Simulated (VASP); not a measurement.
Energy against volume of Ni$_{3}$Fe (L1_2). Level of theory: vdW-DF-cx, VASP's PBE PAW potentials (set 64) (plane waves; VASP 6.6.1). Numerical set-up: 520 eV cut-off, 9×9×9 Γ-centred mesh, first-order Methfessel-Paxton smearing of 0.10 eV, potentials Fe Ni.

| V (Å³/atom) | E (eV/atom) |
|---|---|
| 10.038 | -3.85535 |
| 10.359 | -3.87756 |
| 10.679 | -3.88397 |
| 10.999 | -3.87728 |

Task: Fit these four points and predict the energy of the run at 11.320 Å³/atom.

Result: A cubic in V^(−2/3), the third-order Birch-Murnaghan form, passes through the four points with V0 = 10.67 Å³/atom and B0 = 220 GPa, and gives -3.8596 eV/atom there. The run gave -3.8599 eV/atom, -0.3 meV/atom from the fit; all five points give B0 = 218 GPa.

The compound is Ni3Fe in the L1_2 structure. It was relaxed first.
